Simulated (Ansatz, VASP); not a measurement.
## Rb3SBr: VASP beside Ansatz

```
Br S Rb
1.0
     6.31990    0.00000    0.00000
     0.00000    6.31990    0.00000
     0.00000    0.00000    6.31990
Br S Rb
1 1 3
Direct
  0.00000 0.00000 0.00000
  0.50000 0.50000 0.50000
  0.50000 0.50000 0.00000
  0.50000 0.00000 0.50000
  0.00000 0.50000 0.50000
```

Alike in both runs: task single point; functional PBEsol; k mesh 4 × 4 × 4; occupations gaussian, width 0.02 eV; no spin polarisation.

```csv
,VASP,Ansatz
version,VASP 6.6.1,Ansatz 0.2.0
potentials or method,"VASP PAW PBE potentials, release 64 (Br, S, Rb_sv)","scalar-relativistic, plane waves, PAW"
plane-wave cutoff (eV),520,420
valence electrons in the cell,40,40
```

|  | VASP | Ansatz | Ansatz less VASP |
| --- | --- | --- | --- |
| gap on the k mesh at the Fermi level (eV) | 1.32 | 1.33 | +0.007 |
| least direct gap on the mesh (eV) | 1.32 | 1.33 | +0.007 |
| pressure (GPa) | -0.5 | -0.6 | -0.03 |

Caveats: the PAW data sets were made with another functional, which shifts forces and pressure a little (VASP). As with any semilocal functional, this PBEsol gap is likely too small. A k mesh can miss the band edges.
